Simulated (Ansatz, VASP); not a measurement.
# PtSe2 in two plane-wave programs, part 2 of 2

Wanted: the spread between two codes on one cell, functional and k mesh. The cell is taken from a series of runs on this material, whose earlier steps may have relaxed, scaled, displaced or heated it; both programs get it as it stands.

VASP 6.6.1 and Ansatz 0.2.0.

So far: The structure; VASP: zone-centre phonons, PBE.

## (3) Ansatz: zone-centre phonons, PBE

Level of this step: Ansatz beside VASP: Kohn-Sham DFT, plane waves, PBE (Ansatz).

Ansatz runs on its PAW soft_1 files.

The same cell, functional, mesh and smearing now go to Ansatz, which takes its cutoff from its data sets.

File input.yaml:

```yaml
crystal:
  lattice:
    - [3.6356522759, 0.0, 0.0]
    - [-1.817826138, 3.0541102134, 0.0]
    - [0.0, 0.0, 30.46]
  atoms:
    - { symbol: Pt, position: [0.3287938821, 0.6575877641, 0.3282994091] }
    - { symbol: Se, position: [0.6689363923, 0.3378727845, 0.377704485] }
    - { symbol: Se, position: [0.6689363923, 0.3378727845, 0.2788943331] }
  periodic: [true, true, false]
kpoints:
  mp_grid: { grid: [15, 15, 1] }
hamiltonian:
  xc: pbe
  pseudopotentials: { kind: paw, azcp: { folder: soft_1 } }
scf:
  occupations: { method: methfessel_paxton, width: 0.2 }
output:
  eigenvalues: true
phonons:
  method: dfpt
```

Command:

```bash
$ ansatz run input.yaml --threads 4 --pin off --max-ram 16384MiB --backend cpu --events-out ev --progress --plain --runs-dir out
```

Numbers of over 12 decimals in the logs are rounded to 6 here.

What it wrote:

```text
Warning: crystal.symmetry: narrowed to the stabiliser of the run's FFT grids — unitary ops 4 → 2. A phonons.method: dfpt run fills in the rows of the dynamical matrix that it does not solve by its symmetry operations, which is exact only for operations that map its FFT grids onto themselves: filled in by any other, the frequencies could depend on the order in which like atoms are typed, or, by more than the grids' own error, on where the crystal sits among the grids' points. Excluded: 2 operations. The run can therefore solve more perturbations, solve them on more k-points, or both, and cost more. [rest of the remark cut]
Engine: ansatz 0.2.0, aarch64-unknown-linux-gnu
Pseudopotentials: kind: paw
Pseudopotential: Pt, paw, valence charge 18, recommended cutoff 420 eV (normal), soft_1/Pt.paw.azcp
Pseudopotential: Se, paw, valence charge 16, recommended cutoff 420 eV (normal), soft_1/Se.paw.azcp
Functional definition: PBE
  parameter kappa = 0.804
  parameter beta = 0.066725
  exchange = pbe_x(kappa = kappa, mu = beta*pi^2/3)
  correlation = pbe_c(beta = beta)
Crystal: 3 atoms, lattice volume = 338.218 Å³
Basis set: ecut = 420 eV, 6505 PW (Γ), exchange–correlation on 60×60×432 points (8 copies of the dense FFT grid, shifted against one another)
Bands: 30, of which v1, the nominal top of the filled ones, is band 25 counted from 1 (24 counted from 0)
Symmetry: 4 space group operations
k-points: 64 of 225 (irreducible under 2 space group operations, time reversal used)
Non-local potential: Pt, projectors of the file, l = 0: 3, l = 1: 2, l = 2: 2, l = 3: 1
Non-local potential: Se, projectors of the file, l = 0: 2, l = 1: 2, l = 2: 3, l = 3: 1
PAW form: soft (Blöchl's): semilocal exchange-correlation on the pseudo side does not see the compensation charge
PAW one-centre angular grid: Pt, 590 points (default); XC on 64 Gauss nodes
PAW one-centre angular grid: Se, 590 points (default); XC on 64 Gauss nodes
Initial density: superposition of atomic densities (neutral atoms: chi_scale 0, normalization atom)
Initial wavefunctions: pseudopotential atomic-orbital guess
Functional: x = pbe(κ = 0.804, μ = 0.219515), c = pbe(β = 0.066725)
SCF iter   1: F=—  HF=-23463.254146 eV  |F-HF|=—  |Δ(HF+E_count)|=         —  Δρ=2.91e-2  dr2=3.12e0  ethr=3.10e-3  ⟨swp⟩=12.0  Hψ=11130  notcnv=0
preconditioner: auto → LDOS  [metal: Δε(μ)=0.041 eV  Ē_g=8.871 eV  σ=0.200 eV  W_gap=0.17  n_scr=18 (ndim 8)  ℏωp=9.5 eV  f_vac=0.777  D(μ)=2.23/eV (n_scr^D=10)  β→1.0]
SCF iter   2: F=—  HF=-23462.776874 eV  |F-HF|=—  |Δ(HF+E_count)|=   4.77e-1  S|Δr|=    0.00e0  Δρ=8.28e-3  dr2=2.86e-1  ethr=3.10e-3  ⟨swp⟩=3.0  Hψ=5032  notcnv=0
SCF iter   3: F=—  HF=-23462.716887 eV  |F-HF|=—  |Δ(HF+E_count)|=   6.00e-2  S|Δr|=    0.00e0  Δρ=3.95e-3  dr2=7.31e-2  ethr=5.72e-4  ⟨swp⟩=3.2  Hψ=4646  notcnv=0
SCF iter   4: F=—  HF=-23462.694320 eV  |F-HF|=—  |Δ(HF+E_count)|=   2.26e-2  S|Δr|=    0.00e0  Δρ=1.27e-3  dr2=5.86e-3  ethr=1.46e-4  ⟨swp⟩=3.8  Hψ=5023  notcnv=0
SCF iter   5: F=—  HF=-23462.693030 eV  |F-HF|=—  |Δ(HF+E_count)|=   1.29e-3  S|Δr|=    0.00e0  Δρ=2.22e-4  dr2=1.73e-4  ethr=1.17e-5  ⟨swp⟩=2.9  Hψ=3783  notcnv=0
SCF iter   6: F=—  HF=-23462.693057 eV  |F-HF|=—  |Δ(HF+E_count)|=   2.66e-5  S|Δr|=    0.00e0  Δρ=6.27e-5  dr2=1.63e-5  ethr=3.46e-7  ⟨swp⟩=3.3  Hψ=3952  notcnv=0
SCF iter   7: F=—  HF=-23462.693059 eV  |F-HF|=—  |Δ(HF+E_count)|=   2.20e-6  S|Δr|=    0.00e0  Δρ=7.44e-6  dr2=2.06e-7  ethr=3.25e-8  ⟨swp⟩=3.1  Hψ=3749  notcnv=0
SCF iter   8: F=—  HF=-23462.693160 eV  |F-HF|=—  |Δ(HF+E_count)|=   1.00e-4  S|Δr|=    0.00e0  Δρ=2.44e-6  dr2=2.88e-8  ethr=4.12e-10  ⟨swp⟩=3.9  Hψ=4713  notcnv=0
SCF iter   9: F=—  HF=-23462.693160 eV  |F-HF|=—  |Δ(HF+E_count)|=   2.37e-8  S|Δr|=    0.00e0  Δρ=5.96e-7  dr2=2.00e-9  ethr=5.77e-11  ⟨swp⟩=3.3  Hψ=4125  notcnv=0
SCF iter  10: F=—  HF=-23462.693160 eV  |F-HF|=—  |Δ(HF+E_count)|=   1.54e-8  S|Δr|=    0.00e0  Δρ=1.50e-7  dr2=1.11e-10  ethr=4.00e-12  ⟨swp⟩=3.3  Hψ=3758  notcnv=0
SCF iter  11: F=—  HF=-23462.693160 eV  |F-HF|=—  |Δ(HF+E_count)|=   1.30e-9  S|Δr|=    0.00e0  Δρ=5.68e-8  dr2=1.52e-11  ethr=1.00e-12  ⟨swp⟩=16.4  Hψ=15043  notcnv=0
SCF iter  12: F=-23462.693160 eV  HF=-23462.693160 eV  |F-HF|=3.27e-11  |Δ(HF+E_count)|=  1.56e-10  S|Δr|=    0.00e0  Δρ=1.33e-8  dr2=5.30e-13  ethr=1.00e-12  ⟨swp⟩=8.1  Hψ=10127  notcnv=0
SCF 1 converged in 12 iterations: F = -23462.693160 eV  dr2 = 5.30e-13
  greatest PAW one-centre occupation: 1.000 electrons in one spin orbital (limit 2), on the Pt atom at site 0 (counted from 0), in its partial waves of l = 0
DFPT response loops at Γ: preconditioner auto → none (partly filled bands, converged f_vac=0.779); β = 0.50; Broyden in place of MSR1
SCF converged after 12 iterations
Stability not checked: this state was not tested for a lower state beside it, because cold or Methfessel-Paxton smearing, or corrected tetrahedra, fill the levels in a way that the test cannot read (fill_not_monotonic; see scf.lower_state_search)
Free energy (F): -23462.693160 eV
Harris-Foulkes:  -23462.693160 eV  (|F-HF|=3.27e-11)
Internal energy: -23462.697356 eV  (E = F + TS)
E sigma→0 (E₀):  -23462.694209 eV
Entropy (-TS):   0.004196 eV (1.399 meV/atom)
Fermi energy:    -4.732327 eV
--- Per-component energies (eV) ---
  E_band       = -1845.421862
  E_kinetic    = 815.604506
  E_local      = -131953.190582  (includes V_loc(G=0)·N_el)
  E_nonlocal   = -502.876606
  E_hartree    = 65470.492233
  E_xc         = -400.789066
  E_vxc        = -449.797539  (∫ρ·V_xc dr)
  E_paw        = -13745.206158  (= ΣΔE_a)
  E_vpaw       = -696.146531  (= ΣTr[D̂ρ^β])
  E_aug_tail   = 0.000360  (compensation charges beyond the density's cutoff)
  E_ewald      = 56853.267957
  E_smearing   = 0.004196  (= −TS)
  E_closure    = -0.000000  (closes the sum)
  Σ components = -23462.693160   (vs F -23462.693160, Δ=0.00e0)
--- Band table (eV; the first three rows and the last of 64) ---
  k-point 0: bands = [... 21 lower, -7.3541, -6.4579, -4.1088, -4.0363, -4.0083, -3.7404, -1.9171 (-1.9171°), -0.4139, ... 1 higher]
  k-point 1: bands = [... 21 lower, -7.3966, -6.3840, -4.3233, -4.1121, -4.0035, -3.9966, -1.6109 (-1.6109°), -0.3330, ... 1 higher]
  k-point 2: bands = [... 21 lower, -7.5269, -6.2418, -4.7571, -4.5044, -4.3926, -3.8911, -1.0287 (-1.0287°), -0.1127, ... 1 higher]
  k-point 63: bands = [... 21 lower, -8.0706, -7.3543, -6.9315, -5.5502, -4.4817, -3.5109, -0.3896, 1.5369, ... 1 higher]
  ° read free of the cell's end (the report's vacuum.weakly_bound_levels)
--- Phonons (Γ-DFPT): 9 representative perturbations + reference, on 64 of 225 k-points (Σ response iterations 44) ---
  ASR residual: 2.095e-5 → 0.000e0 eV/Å²; symmetrization residual: 1.557e-5 eV/Å²
  The last average, over the group as it would stand without the narrowing to the FFT grids, took up to 7.944e-6 eV/Å² of the zone centre's force constants
  ASR residual per site (eV/Å²): 1.07e-5 5.07e-6 2.10e-5
  Γ frequencies (cm⁻¹): 0.00 0.00 0.00 101.45 103.31 116.00 122.54 134.87 193.60
  non-analytic LO–TO correction: not included (Born effective charges unavailable; polar crystals: no LO–TO splitting at Γ)
```

Reading the cycles: dr2 is the Hartree energy of the density residual (eV), the measure of convergence; HF is the Harris–Foulkes estimate of the energy, which meets the free energy F at convergence.

## (4) Side by side

Known differences besides the potentials themselves: Ansatz cuts the interaction across the vacuum, VASP repeats the sheet without a dipole correction; the data sets hold 50 valence electrons in Ansatz (on its PAW soft_1 files) and 22 in VASP; the cutoff is 420 eV in Ansatz and 500 eV in VASP. Total energies have different zeros and are not compared.

Both answers:

```csv
quantity,Ansatz,VASP,difference
optical mode 1 (cm⁻¹),101.5,103.0,-1.55 %
optical mode 2 (cm⁻¹),103.3,105.3,-1.92 %
optical mode 3 (cm⁻¹),116.0,117.4,-1.23 %
optical mode 4 (cm⁻¹),122.5,123.6,-0.82 %
optical mode 5 (cm⁻¹),134.9,140.0,-3.67 %
optical mode 6 (cm⁻¹),193.6,194.1,-0.28 %
```

Modes are paired by rising frequency, not by their patterns, so a pair may set unlike modes beside each other; they are those without the splitting of longitudinal modes. Where the cell holds vacuum, a pressure given here is an average over it and none of the material.

## (5) Outcome

| Quantity | Value |
| --- | --- |
| r.m.s. difference of the optical zone-centre modes, each program's sorted by frequency (zone-centre phonons, PBE) | 2.5 cm⁻¹ |
| difference in optical mode 5 (zone-centre phonons, PBE) | -3.7 % |

**Reading.** The r.m.s. difference of the optical zone-centre modes, each program's sorted by frequency is 2.5 cm⁻¹ (zone-centre phonons, PBE). The data sets hold unlike numbers of valence electrons (50 in Ansatz and 22 in VASP), so part of the differences may come from the potentials. Among the rows given in per cent, the largest difference of the zone-centre phonons, PBE pair is in optical mode 5, -3.7 %. How closely two codes agree says nothing of how well the functional describes the real material.

[Lines on the potential files, build, host, timing and source positions are cut from VASP's logs without a mark.]

[Logs are printed without paths, hosts, clocks, repeated set-up lines and the standing remarks that a program may print on its own settings, such as how far it seeks lower states.]

[Hosts, paths, dates, database ids (printed as entryN), source tags and the programs' standing remarks are cut or masked in the printed files.]
